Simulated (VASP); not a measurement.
**BiB: single point with PBEsol**

BiB:

```xyz
2
Lattice="0.0000 2.6268 2.6268 2.6268 0.0000 2.6268 2.6268 2.6268 0.0000" Properties=species:S:1:pos:R:3 pbc="T T T"
B     0.0000    0.0000    0.0000
Bi    2.6268    2.6268    2.6268
```

The cell was built by a generator and needn't be a form met in nature.

```json
{
 "Program": "VASP 6.6.1",
 "Task": "single point",
 "Functional": "PBEsol",
 "Potentials or basis": "VASP PAW PBE potentials, release 64 (B, Bi_d)",
 "Cutoff": "520 eV",
 "k mesh": "6 × 6 × 6",
 "Occupations": "fermi-dirac, width 0.02 eV",
 "Spin": "no spin polarisation"
}
```

```json
{
 "Pressure": "-2.1 GPa",
 "Band gap on the k mesh": "none (metal or under the smearing width)"
}
```

Levels at points of the mesh, in eV from the Fermi level:
| k point | band 5 | band 6 | band 7 | band 8 | band 9 | band 10 | band 11 | band 12 | band 13 | band 14 |
| --- | --- | --- | --- | --- | --- | --- | --- | --- | --- | --- |
| (0.00, 0.00, 0.00) | -22.74 | -14.25 | -0.10 | -0.10 | -0.10 | 0.14 | 6.57 | 6.57 | 6.57 | 8.38 |
| (0.50, 0.00, 0.00) | -22.68 | -11.43 | -8.38 | 1.04 | 1.04 | 1.83 | 1.83 | 2.80 | 2.83 | 10.62 |
| (0.50, 0.50, 0.00) | -22.66 | -10.48 | -6.24 | -4.02 | -2.94 | -2.94 | 3.92 | 8.46 | 8.46 | 9.18 |

It took 12 s on 1 thread of Intel(R) Xeon(R) Platinum 8259CL CPU @ 2.50GHz (Skylake/Cascade Lake), with other jobs on the host, peak memory 0.15 GiB.

Caveat: the PAW data sets were made with another functional, which shifts forces and pressure a little; spin-orbit coupling is left out, which moves the levels of the heavy elements.
